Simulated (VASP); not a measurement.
These are HSE06 screened hybrid, VASP's PBE PAW potentials (set 64) (plane waves; VASP) values and carry that method's errors.

A VASP calculation is set up with these files.

INCAR:
```
# general
SYSTEM   = AsSi63
PREC     = Normal
ENCUT    = 400
LREAL    = Auto
LASPH    = .True.
ISYM     = 0
NELECT   = 256.0

# electronic loop
EDIFF    = 1E-5
NELM     = 50
NELMIN   = 4
ALGO     = Normal
LMAXMIX  = 4

# smearing
ISMEAR   = 0
SIGMA    = 0.05

# functional
GGA      = PE
LHFCALC  = .True.
AEXX     = 0.25
HFSCREEN = 0.2
PRECFOCK = Fast

# ions
ISIF     = 0

# output
LWAVE    = .False.
LCHARG   = .False.
```

KPOINTS:
```
Automatic mesh
0
Gamma
1 1 1
0 0 0
```

### POSCAR
```
AsSi63
10.9370750
  0.9999999726   0.0000000000   0.0000000000
  0.0000000000   0.9999999726   0.0000000000
  0.0000000000   0.0000000000   0.9999999726
Si As
63 1
Cart
  0.5000117824   0.0001261124   0.0002260467
  0.6254210597   0.1249610125   0.1251694383
  0.7501849822   0.2497093435   0.0002871343
  0.8750262697   0.3745437534   0.1251465609
  0.7501669261   0.0000281625   0.2499739971
  0.8751503016   0.1250399522   0.3745411429
  0.9999901631   0.9999717938   0.9999698035
  0.1249940107   0.1249989739   0.1249758972
  0.2499564822   0.2499159376   0.0001139221
  0.3750604169   0.3749979413   0.1246423757
  0.4999426366   0.4998963958   0.0001808366
  0.6250702004   0.6250918435   0.1242910069
  0.7501645717   0.7501532572   0.9999187305
  0.8750268946   0.8750535811   0.1249879517
  0.2500037533   0.0002109983   0.2499959144
  0.3751035552   0.1247050551   0.3750462683
  0.4988454470   0.2495096924   0.2494996833
  0.6288602005   0.3716756083   0.3717383744
  0.7508971117   0.5016715333   0.2492779694
  0.8756894023   0.6252413026   0.3751137582
  0.4999906713   0.0000503441   0.4999623755
  0.6250114416   0.1243599228   0.6250403499
  0.7509481330   0.2491784927   0.5015660129
  0.8758674541   0.3748915505   0.6251651899
  0.7500892466   0.9999696314   0.7500947659
  0.8750356116   0.1249839595   0.8750141070
  0.9998582312   0.4999853507   0.0003360330
  0.1248799823   0.6254103891   0.1250283921
  0.2497770308   0.7502407933   0.0002617913
  0.3745381700   0.8752649192   0.1250759358
  0.0000913775   0.2499429773   0.2499059890
  0.1245576270   0.3750630309   0.3749915741
  0.2492843916   0.4986754939   0.2492554501
  0.3711981805   0.6291313221   0.3713067160
  0.5016384116   0.7509985313   0.2491029590
  0.6251708567   0.8756348616   0.3751598438
  0.9997795913   0.9999651121   0.5000103510
  0.1248378490   0.1247883134   0.6254197361
  0.2491181916   0.2491921728   0.4987554803
  0.3706280952   0.3711406316   0.6297073712
  0.6288225997   0.6286923995   0.6295094029
  0.7506795326   0.7506200728   0.4988598069
  0.8749500274   0.8751030220   0.6254783621
  0.2498903211   0.0000765092   0.7501538766
  0.3745569465   0.1248798494   0.8752606689
  0.5014742472   0.2490458035   0.7510970183
  0.6251296298   0.3748229606   0.8759713468
  0.7511333744   0.4982843571   0.7512571633
  0.8752577257   0.6254929236   0.8752390287
  0.0000830215   0.7502007673   0.2499399840
  0.1249296744   0.8753474042   0.3745525670
  0.0000196257   0.4999611609   0.4999317603
  0.1241704157   0.6252083814   0.6249814494
  0.2490289678   0.7510814405   0.5015151544
  0.3749922157   0.8757623179   0.6251044565
  0.0002078566   0.2497886961   0.7502132890
  0.1247104069   0.3745456127   0.8755135383
  0.2486656474   0.5018231726   0.7514126533
  0.3748990153   0.6252520397   0.8760081059
  0.4985194898   0.7510292010   0.7511837449
  0.6254812604   0.8753165965   0.8752717551
  0.9998770274   0.7502243491   0.7500910620
  0.1249833624   0.8750701963   0.8750115814
  0.4995100194   0.5000638655   0.5008901656
```

POTCAR, in this order: Si As (PBE.64 set). Program: vasp_gam. Read from the step before: WAVECAR.

Output

File OSZICAR:
```
       N       E                     dE             d eps       ncg     rms          rms(c)
DAV:   1    -0.402190197518E+03   -0.40219E+03   -0.12915E+01   322   0.813E+00    0.195E+01
DAV:   2    -0.402290770762E+03   -0.10057E+00   -0.30990E-01   348   0.120E+00    0.127E+01
DAV:   3    -0.402277763111E+03    0.13008E-01   -0.11659E-02   347   0.208E-01    0.756E+00
DAV:   4    -0.402271537576E+03    0.62255E-02   -0.17222E-03   339   0.871E-02    0.438E+00
DAV:   5    -0.402269333262E+03    0.22043E-02   -0.59329E-04   339   0.511E-02    0.251E+00
DAV:   6    -0.402268576260E+03    0.75700E-03   -0.21359E-04   339   0.307E-02    0.143E+00
DAV:   7    -0.402268327183E+03    0.24908E-03   -0.79064E-05   339   0.186E-02    0.811E-01
DAV:   8    -0.402268248029E+03    0.79154E-04   -0.27767E-05   211   0.112E-02    0.463E-01
DAV:   9    -0.402268227802E+03    0.20227E-04   -0.11753E-05   179   0.746E-03    0.263E-01
DAV:  10    -0.402268223828E+03    0.39738E-05   -0.42576E-06   179   0.451E-03
   1 F= -.40226822E+03 E0= -.40226822E+03  d E =-.323420E-12
```

OUTCAR:
```
------------------------ aborting loop because EDIFF is reached ----------------------------------------
  volume of cell :     1308.29
      direct lattice vectors                 reciprocal lattice vectors
    10.937074700  0.000000000  0.000000000     0.091432127  0.000000000  0.000000000
     0.000000000 10.937074700  0.000000000     0.000000000  0.091432127  0.000000000
     0.000000000  0.000000000 10.937074700     0.000000000  0.000000000  0.091432127
 POSITION                                       TOTAL-FORCE (eV/Angst)
 -----------------------------------------------------------------------------------
      5.46867      0.00138      0.00247        -0.002739      0.002766      0.006080
      6.84028      1.36671      1.36899        -0.000749     -0.005660     -0.000256
      8.20483      2.73109      0.00314         0.007249      0.002950     -0.009947
      9.57023      4.09641      1.36874         0.000722      0.002799     -0.002252
      8.20463      0.00031      2.73398         0.009940      0.000026     -0.003719
      9.57158      1.36757      4.09638        -0.000766     -0.008888      0.004833
     10.93697     10.93677     10.93674         0.002066      0.007301      0.004189
      1.36707      1.36712      1.36687        -0.005330     -0.008994     -0.006128
      2.73379      2.73335      0.00125        -0.005502     -0.003563      0.007237
      4.10206      4.10138      1.36322        -0.005055     -0.006215     -0.007731
      5.46791      5.46740      0.00198         0.004349      0.008298     -0.002260
      6.83644      6.83668      1.35938         0.004764     -0.001002     -0.005690
      8.20461      8.20448     10.93619         0.005504      0.011173      0.009688
      9.57023      9.57053      1.36700         0.006310      0.000036     -0.003276
      2.73431      0.00231      2.73422        -0.013423      0.005750     -0.006234
      4.10254      1.36391      4.10191        -0.003159     -0.012342      0.004633
      5.45591      2.72891      2.72880        -0.000844     -0.010352     -0.009407
      6.87789      4.06504      4.06573        -0.073927      0.056921      0.059547
      8.21262      5.48682      2.72637        -0.003350     -0.006386      0.003104
      9.57748      6.83831      4.10265         0.009155     -0.010604     -0.006355
      5.46844      0.00055      5.46813         0.000831      0.002721      0.004978
      6.83580      1.36013      6.83611        -0.000182     -0.004639      0.000370
      8.21318      2.72528      5.48567         0.000438      0.003258     -0.002475
      9.57943      4.10022      6.83748         0.001674     -0.003945     -0.000188
      8.20378     10.93674      8.20384         0.006004      0.015249      0.016050
      9.57033      1.36696      9.57009         0.004130     -0.009149      0.007191
     10.93552      5.46838      0.00368         0.000287      0.002206      0.002121
      1.36582      6.84016      1.36744        -0.001384     -0.001313      0.000417
      2.73183      8.20544      0.00286        -0.003902      0.011831     -0.004298
      4.09635      9.57284      1.36796         0.003964     -0.001807     -0.005201
      0.00100      2.73365      2.73324         0.005135     -0.004894     -0.000523
      1.36230      4.10209      4.10131        -0.014401     -0.007710      0.001737
      2.72644      5.45405      2.72613        -0.005566      0.009896     -0.001268
      4.05982      6.88086      4.06101         0.068858     -0.079256      0.068558
      5.48646      8.21373      2.72446        -0.014682     -0.000314      0.010274
      6.83754      9.57688      4.10315        -0.004347      0.005861     -0.006940
     10.93466     10.93669      5.46865         0.001539      0.005037      0.000560
      1.36536      1.36482      6.84026        -0.002856     -0.004823     -0.003393
      2.72462      2.72543      5.45493        -0.004036     -0.001377      0.006595
      4.05359      4.05919      6.88716         0.076583      0.071256     -0.087459
      6.87748      6.87606      6.88499        -0.063853     -0.063462     -0.079495
      8.21024      8.20959      5.45607         0.008104      0.015297      0.002066
      9.56939      9.57107      6.84090         0.002373     -0.002409     -0.006182
      2.73307      0.00084      8.20449        -0.004647     -0.001355      0.009979
      4.09656      1.36582      9.57279         0.002882     -0.005405      0.004442
      5.48466      2.72383      8.21480        -0.003388      0.003586      0.003888
      6.83709      4.09947      9.58056        -0.002571     -0.003461      0.000079
      8.21520      5.44977      8.21656        -0.003839      0.017242     -0.004371
      9.57276      6.84106      9.57255         0.002632     -0.006640      0.005350
      0.00091      8.20500      2.73361        -0.001049      0.014588     -0.004999
      1.36637      9.57374      4.09651        -0.009818      0.001810      0.003076
      0.00021      5.46811      5.46779         0.000072      0.008230      0.008901
      1.35806      6.83795      6.83547        -0.000691     -0.008335      0.009486
      2.72365      8.21463      5.48511         0.004484      0.001284     -0.005676
      4.10132      9.57828      6.83681        -0.002348      0.000605      0.003543
      0.00227      2.73196      8.20514        -0.010115      0.001604      0.010237
      1.36397      4.09643      9.57556        -0.000892      0.004521     -0.001405
      2.71967      5.48848      8.21826         0.005240     -0.015186     -0.000687
      4.10030      6.83843      9.58097         0.000035     -0.010543     -0.000904
      5.45235      8.21406      8.21575         0.006104      0.005877      0.000125
      6.84094      9.57340      9.57291        -0.005459      0.001482      0.007097
     10.93573      8.20526      8.20380         0.009790      0.006624      0.013955
      1.36695      9.57071      9.57007        -0.005009     -0.001666      0.006348
      5.46318      5.46924      5.47827         0.018663      0.003608     -0.028017
 -----------------------------------------------------------------------------------
    total drift:                               -0.023407     -0.013809      0.007700
  FREE ENERGIE OF THE ION-ELECTRON SYSTEM (eV)
  ---------------------------------------------------
  free  energy   TOTEN  =      -402.2682238281 eV

  energy  without entropy=     -402.2682238281  energy(sigma->0) =     -402.26822383

  exchange ACFDT corr.  =         0.00000000  see jH, gK, PRB 81, 115126
```
(Selected blocks of OUTCAR.)

OUTCAR:
```
 val. band max:        5.2317303389   @ k =   0.0000   0.0000   0.0000

 cond. band min:       6.4076401735   @ k =   0.0000   0.0000   0.0000


 Fermi energy:         5.4865328434

 k-point     1 :       0.0000    0.0000    0.0000
  band No.  band energies     occupation
      1      -8.5176      2.00000
      2      -7.5979      2.00000
      3      -6.6874      2.00000
      4      -6.6863      2.00000
      5      -6.6860      2.00000
      6      -6.6473      2.00000
      7      -6.6469      2.00000
      8      -6.2409      2.00000
      9      -5.6794      2.00000
     10      -5.6788      2.00000
     11      -5.6783      2.00000
     12      -5.6132      2.00000
     13      -5.6115      2.00000
     14      -5.6109      2.00000
     15      -5.6102      2.00000
     16      -5.6098      2.00000
     17      -5.6093      2.00000
     18      -5.5855      2.00000
     19      -5.5846      2.00000
     20      -5.3202      2.00000
     21      -5.3065      2.00000
     22      -5.3057      2.00000
     23      -5.3053      2.00000
     24      -4.0496      2.00000
     25      -3.3736      2.00000
     26      -3.3730      2.00000
     27      -3.3720      2.00000
     28      -3.3150      2.00000
     29      -3.3149      2.00000
     30      -3.1804      2.00000
     31      -3.1522      2.00000
     32      -3.1518      2.00000
     33      -3.1517      2.00000
     34      -3.1379      2.00000
     35      -3.1374      2.00000
     36      -3.1369      2.00000
     37      -3.1155      2.00000
     38      -3.1149      2.00000
     39      -3.1142      2.00000
     40      -3.1102      2.00000
     41      -3.1097      2.00000
     42      -2.4044      2.00000
     43      -2.3354      2.00000
     44      -2.3347      2.00000
     45      -2.3337      2.00000
     46      -1.0753      2.00000
     47      -0.7882      2.00000
     48      -0.7880      2.00000
     49      -0.7873      2.00000
     50      -0.7135      2.00000
     51      -0.7125      2.00000
...
```

The cell is charged, with a uniform compensating background. The supercell is sampled at Γ alone, which is coarse: total energies, pressure and levels can be off, energies of defects by several tenths of an eV.

The cell is a supercell with a defect, built from Si (diamond): As_Si, charge +1. The cell's shape comes from a PBE relaxation. The run is not spin-polarised, so no state with unpaired spins was tried.
